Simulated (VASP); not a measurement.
Here is the system:

```yaml
crystal:
  lattice:
    - [4.86916, 0.00000, 0.00000]
    - [-2.43458, 4.21681, 0.00000]
    - [0.00000, 0.00000, 7.58688]
  atoms:
    - { symbol: Er, position: [0.33333, 0.66667, 0.24670] }
    - { symbol: Er, position: [0.66667, 0.33333, 0.75330] }
    - { symbol: Te, position: [0.00000, 0.00000, 0.00000] }
    - { symbol: Te, position: [0.33333, 0.66667, 0.64700] }
    - { symbol: Te, position: [0.66667, 0.33333, 0.35300] }
```

Method: PBE GGA, VASP's PBE PAW potentials (set 64) (plane waves; VASP). Run with 400 eV cut-off, 1×1×1 Γ-centred mesh, Gaussian smearing of 0.050 eV, potentials Er_3 Te.

The 4f electrons are frozen in the core of the lanthanide potential, so 4f levels, which can set the real gap, and their magnetism are missing.

**Question.** Estimate the energy per atom (σ→0), pressure, largest force.

**Answer.** 
- energy per atom (σ→0): -3929 meV/atom
- pressure: 8.21 GPa
- largest force: 1.419 eV/Å

The absolute energy has meaning only against runs of the same code, potentials and settings.

The structure was generated: Er2Te3 was put into the A-La2O3 type (P-3m1), which need not be its known phase. The cell was not relaxed at this level. The k-mesh is coarse (spacing up to 1.49 per Å, 2π included), so the numbers may not be converged in it. The run is one of a series of settings (KPOINTS 1×1×1 Γ-centred mesh against the base run), some of them coarse on purpose.
